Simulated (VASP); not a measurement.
Data:

```yaml
crystal:
  lattice:
    - [1.29115, -2.04271, 0.00000]
    - [1.29115, 2.04271, 0.00000]
    - [0.00000, 0.00000, 4.10200]
  atoms:
    - { symbol: Cu, position: [0.50000, 0.50000, 0.50000] }
    - { symbol: Ni, position: [0.00000, 0.00000, 0.00000] }
```

The numbers are results of PBEsol GGA, VASP's PBE PAW potentials (set 64) (plane waves; VASP), not measurements. Run with 400 eV cut-off, Gaussian smearing of 0.050 eV, potentials Cu Ni.

The run has a spin-polarised start.

Problem. Predict the cell moment, band gap (along the path) with the smallest direct gap where there is one.

Solution. 
```
Item                                                         Result
-------------------------  ----------------------------------------
band gap (along the path)  none (metal, semimetal or under 0.01 eV)
cell moment                                                 0.00 μB
```

The absolute energy has meaning only against runs of the same code, potentials and settings.

The structure comes from a computed database's CuNi entry (Cmmm); how it stands against other phases isn't given here. It was relaxed first.
